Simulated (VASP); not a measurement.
Bi:

```
Bi
1.0
     2.26750    1.30914    3.93800
    -2.26750    1.30914    3.93800
     0.00000   -2.61828    3.93800
Bi
2
Direct
  0.23400 0.23400 0.23400
  0.76600 0.76600 0.76600
```

```yaml
Program: VASP 6.6.1
Task: relaxation of cell and atoms
Functional: PBE
Dispersion: D3(BJ)
Potentials_or_basis: VASP PAW PBE potentials, release 64 (Bi_d)
Cutoff: 600 eV
k_mesh: 12 × 12 × 10
Occupations: methfessel-paxton, width 0.1 eV
Spin: no spin polarisation
```

At the start: pressure 0.1 GPa; volume 35.07 Å³/atom.

Task: How do energy, volume and symmetry change on relaxing?

Result: Over 7 steps the energy falls by 4.0 meV/atom and the volume is 34.55 Å³/atom (-1.5 %); space group R-3m (No. 166, to 0.05 Å).

Step by step:
```tsv
step	energy change (eV)	largest force (eV/Å)	pressure (GPa)	volume (Å³)
1	0.0000	0.2259	0.07	70.14
2	-0.0037	0.1211	-0.25	70.30
3	-0.0049	0.0353	-0.46	70.44
4	-0.0071	0.0315	0.06	69.35
5	-0.0071	0.0298	0.03	69.31
6	-0.0076	0.0191	0.05	69.25
7	-0.0080	0.0064	0.02	69.10
```

Final structure:
```
Bi
1.0
     2.26427    1.30728    3.89081
    -2.26427    1.30728    3.89081
     0.00000   -2.61455    3.89081
Bi
2
Direct
  0.23732 0.23732 0.23732
  0.76268 0.76268 0.76268
```

Caveat: pairwise dispersion overbinds metals, which lowers pressure and volume.
